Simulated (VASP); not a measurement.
```xyz
2
Lattice="2.7200 0.0000 0.0000 0.0000 2.7200 0.0000 0.0000 0.0000 3.7100" Properties=species:S:1:pos:R:3 pbc="T T T"
Fe     0.0000     0.0000     0.0000
Pt     1.3600     1.3600     1.8550
```
Starting moments (μB, in the order of the record's atoms Fe Pt): 3.0 0.0.

Computed with r2SCAN meta-GGA, VASP's PBE PAW potentials (set 64) (plane waves; VASP). Numerical set-up: 520 eV cut-off, 12×12×9 Γ-centred mesh, first-order Methfessel-Paxton smearing of 0.10 eV, potentials Fe Pt.

Question: The ions, cell shape and volume are relaxed. Predict the relaxed structure.

Answer: 
```xyz
2
Lattice="2.7330 0.0000 0.0000 0.0000 2.7330 0.0000 0.0000 0.0000 3.7274" Properties=species:S:1:pos:R:3 pbc="T T T"
Fe     0.0000     0.0000     0.0000
Pt     1.3665     1.3665     1.8637
```
Space group P4/mmm (123), at a tolerance of 0.03 Å. The cell ends with 3.57 μB, on the sites 3.26 0.34 μB.

Question: How do energy and volume change from the first to the last step?

Answer: The energy (σ→0) changes by -1.9 meV/atom and the volume by +1.4 %, in 6 ionic steps.

The compound is FePt in the L1_0 structure. This run relaxes it. Symmetry was kept, so distortions that lower it aren't found.
